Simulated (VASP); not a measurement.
Consider the following.

```yaml
crystal:
  lattice:
    - [2.88918, 0.00000, 0.00000]
    - [0.00000, 2.88918, 0.00000]
    - [0.00000, 0.00000, 2.88918]
  atoms:
    - { symbol: Al, position: [0.50000, 0.50000, 0.50000] }
    - { symbol: Fe, position: [0.00000, 0.00000, 0.00000] }
```

These are RPBE GGA, VASP's PBE PAW potentials (set 64) (plane waves; VASP) values and carry that method's errors. Numerical set-up: 520 eV cut-off, 13×13×13 Γ-centred mesh, first-order Methfessel-Paxton smearing of 0.10 eV, potentials Al Fe.

Q: What does the run give for the energy per atom (σ→0), band gap (on the k-mesh) with the smallest direct gap where there is one?

A: 
| Quantity | Result |
|---|---|
| band gap (on the k-mesh) | none (metal, semimetal or under 0.01 eV) |
| energy per atom (σ→0) | -5.902 eV/atom |

The compound is FeAl in the CsCl type structure. It was relaxed first. The run is not spin-polarised, so no magnetic state was tried. The electron count is odd and the run is not spin-polarised, which forces a metal.
